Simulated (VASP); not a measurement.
Here is the system:

```xyz
4
Lattice="2.3374 -4.0486 0.0000 2.3374 4.0486 0.0000 0.0000 0.0000 7.6357" Properties=species:S:1:pos:R:3 pbc="T T T"
Ag     2.3374    -1.3495     3.8187
Ag     2.3374     1.3495     0.0009
I      2.3374    -1.3495     6.6804
I      2.3374     1.3495     2.8625
```

Level of theory: PBE GGA, VASP's PBE PAW potentials (set 64) (plane waves; VASP). Settings: 400 eV cut-off, Gaussian smearing of 0.050 eV, potentials Ag I.

Unless said otherwise, spin-orbit coupling is left out, though it shifts the bands of the heavy elements here.

Give the energies of bands 8 to 21 at the high-symmetry points, in eV from the valence-band maximum.

```tsv
band	Γ	M	K	A	L	H
8	-3.76	-3.46	-3.50	-3.83	-3.57	-3.50
9	-2.89	-2.87	-2.90	-2.84	-2.81	-2.90
10	-2.89	-2.83	-2.90	-2.84	-2.81	-2.90
11	-2.81	-2.78	-2.89	-2.84	-2.73	-2.68
12	-2.81	-2.77	-2.88	-2.84	-2.73	-2.68
13	-2.72	-2.55	-2.44	-1.57	-2.60	-2.58
14	-0.65	-2.42	-2.44	-1.57	-2.60	-2.58
15	-0.65	-2.00	-2.33	-0.33	-1.13	-1.75
16	-0.06	-1.62	-1.38	-0.33	-1.13	-1.75
17	0.00	-0.93	-1.38	-0.33	-1.12	-1.02
18	0.00	-0.65	-1.19	-0.33	-1.12	-1.02
19	1.37	3.32	4.39	2.64	3.30	3.92
20	2.67	3.64	4.39	2.64	3.30	3.92
21	5.83	4.90	4.56	5.65	4.93	5.76
```

The gap is direct, 1.37 eV, from the valence maximum at Γ to the conduction minimum at Γ.

The compound is AgI in the wurtzite structure. It was relaxed first, which changed the volume by +5 %.
